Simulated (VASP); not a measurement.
Given:

```xyz
3
Lattice="0.0000 3.4169 3.4169 3.4169 0.0000 3.4169 3.4169 3.4169 0.0000" Properties=species:S:1:pos:R:3 pbc="T T T"
Au     0.0000     0.0000     0.0000
Sb     1.7084     1.7084     1.7084
Sb     5.1253     5.1253     5.1253
```

Level of theory: r2SCAN meta-GGA, VASP's PBE PAW potentials (set 64) (plane waves; VASP). Numerical set-up: 400 eV cut-off, 9×9×9 Γ-centred mesh, tetrahedra with Blöchl corrections, potentials Au Sb.

Give the energies of bands 3 to 13 at the high-symmetry points, in eV from the Fermi level.

```json
[
 {"band": "3", "Γ": "-6.43", "X": "-7.41", "U": "-7.01", "L": "-6.07", "W": "-6.98"},
 {"band": "4", "Γ": "-6.43", "X": "-5.50", "U": "-5.82", "L": "-6.07", "W": "-6.16"},
 {"band": "5", "Γ": "-6.43", "X": "-5.50", "U": "-5.61", "L": "-5.53", "W": "-5.50"},
 {"band": "6", "Γ": "-5.21", "X": "-5.10", "U": "-5.33", "L": "-5.17", "W": "-5.28"},
 {"band": "7", "Γ": "-5.21", "X": "-5.04", "U": "-5.29", "L": "-5.17", "W": "-5.28"},
 {"band": "8", "Γ": "-0.36", "X": "-4.44", "U": "-4.76", "L": "-2.50", "W": "-5.08"},
 {"band": "9", "Γ": "-0.36", "X": "-4.44", "U": "-3.72", "L": "-2.26", "W": "-3.94"},
 {"band": "10", "Γ": "-0.36", "X": "-3.76", "U": "-2.48", "L": "-2.26", "W": "-0.67"},
 {"band": "11", "Γ": "0.59", "X": "0.61", "U": "1.55", "L": "-1.38", "W": "-0.67"},
 {"band": "12", "Γ": "0.59", "X": "3.51", "U": "1.81", "L": "0.19", "W": "2.18"},
 {"band": "13", "Γ": "0.59", "X": "3.51", "U": "2.13", "L": "0.19", "W": "3.15"}
]
```

It has no gap at this level: it comes out as a metal or semimetal.

The structure comes from a measured Sb2Au entry (Fm-3m) of the Crystallography Open Database, whose conditions weren't checked. It was relaxed first, which changed the volume by +8 %. The electron count is odd and the run is not spin-polarised, which forces a metal.
